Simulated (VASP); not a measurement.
Method: r2SCAN meta-GGA, VASP's PBE PAW potentials (set 64) (plane waves; VASP).

A VASP calculation is set up with these files.

POSCAR:
```
SnTe
1
    0.0000000000     3.1846132685     3.1846132685
    3.1846132685     0.0000000000     3.1846132685
    3.1846132685     3.1846132685     0.0000000000
Sn Te
1 1
Direct
  0.0000000000   0.0000000000   0.0000000000
  0.5000000000   0.5000000000   0.5000000000
```

**INCAR**
```
# general
SYSTEM   =  SnTe
PREC     =  Accurate
ENCUT    =  520
LREAL    =  .False.
LASPH    =  .True.

# electronic loop
EDIFF    =  1E-7
NELM     =  100
ALGO     =  Normal
LMAXMIX  =  4
LMIXTAU  =  .True.

# smearing
ISMEAR   =  -5

# functional
METAGGA  =  R2SCAN

# ions
ISIF     =  2

# output
LWAVE    =  .False.
LCHARG   =  .False.
LORBIT   =  11
NEDOS    =  601
```

**KPOINTS_OPT**
```
k-points along high-symmetry lines
10
Line-mode
Reciprocal
  0.000000   0.000000   0.000000 ! GAMMA
  0.500000   0.000000   0.500000 ! X

  0.500000   0.000000   0.500000 ! X
  0.625000   0.250000   0.625000 ! U

  0.375000   0.375000   0.750000 ! K
  0.000000   0.000000   0.000000 ! GAMMA

  0.000000   0.000000   0.000000 ! GAMMA
  0.500000   0.500000   0.500000 ! L

  0.500000   0.500000   0.500000 ! L
  0.500000   0.250000   0.750000 ! W

  0.500000   0.250000   0.750000 ! W
  0.500000   0.000000   0.500000 ! X
```

**KPOINTS**
```
K-points
0
G
  8 8 8
```

POTCAR, in this order: Sn_d Te (PBE.64 set). Program: vasp_std.

Task: What will the output report for the number of irreducible k-points (NKPTS), largest plane-wave count, number of space-group operations, FFT grid (NGX, NGY, NGZ)?

Result: 
| Property | Value |
|---|---|
| number of irreducible k-points (NKPTS) | 29 |
| largest plane-wave count | 1807 |
| number of space-group operations | 48 |
| FFT grid (NGX, NGY, NGZ) | 36 × 36 × 36 |

The compound is SnTe in the rock salt structure, which distorts at low temperature. It was relaxed first.
